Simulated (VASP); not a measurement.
Runs of VASP 6.6.1 on HfC. It takes space group Fm-3m (No. 225, cubic). Conventional cell: a = 4.634 Å, b = 4.634 Å, c = 4.634 Å, α = 90.00°, β = 90.00°, γ = 90.00°. Hf (site symmetry m-3m) has 6 C at 2.32 Å as nearest neighbours. C (site symmetry m-3m) is surrounded by 6 Hf at 2.32 Å. The cell is a database's computed one.

```csv
task,level,potentials or basis,cell,k mesh,cutoff (eV),mesh quality,gap on the mesh (eV),pressure (GPa),relaxed volume (Å³/atom)
relaxation of cell and atoms,LDA,"VASP PAW LDA potentials, release 64 (Hf_pv, C)",relaxed,16 × 16 × 16,600,not flagged,none,0.0,11.98
relaxation of cell and atoms,PBE,"VASP PAW PBE potentials, release 64 (Hf_pv, C)",relaxed,16 × 16 × 16,600,not flagged,none,0.0,(b)
relaxation of cell and atoms,RPBE,"VASP PAW PBE potentials, release 64 (Hf_pv, C)",relaxed,16 × 16 × 16,600,not flagged,none,-0.1,12.76
relaxation of cell and atoms,PBEsol,"VASP PAW PBE potentials, release 64 (Hf_pv, C_s)",relaxed,16 × 16 × 16,480,not flagged,none,-0.1,12.21
relaxation of cell and atoms,PBE+D3(BJ),"VASP PAW PBE potentials, release 64 (Hf_pv, C)",relaxed,16 × 16 × 16,600,not flagged,none,0.0,12.29
relaxation of cell and atoms,PBEsol,"VASP PAW PBE potentials, release 64 (Hf_pv, C)",relaxed,16 × 16 × 16,600,not flagged,none,0.0,12.21
single point,PBEsol,"VASP PAW PBE potentials, release 64 (Hf_pv, C)",as given,16 × 16 × 16,520,not flagged,none,-4.6,-
relaxation of cell and atoms,PBEsol,"VASP PAW PBE potentials, release 64 (Hf_pv, C)",relaxed,6 × 6 × 6,600,coarse,none,0.0,12.21
relaxation of cell and atoms,PBEsol,"VASP PAW PBE potentials, release 64 (Hf, C)",relaxed,16 × 16 × 16,580,not flagged,none,0.0,(a)
```

Alike in all rows: no spin polarisation; smearing gaussian 0.1 eV.

Task: Fill in the values left out.

Result: (a) 12.24; (b) 12.54.

Caveats: some runs use coarse meshes; the PAW data sets were made with another functional, which shifts forces and pressure a little (some runs); pairwise dispersion overbinds metals, which lowers pressure and volume (some runs).

A k mesh can miss the band edges, and the runs leave out spin-orbit coupling on Hf.

A gap of «none» marks a metal or a gap under the smearing width.

The runs don't all hold the same shells in valence.
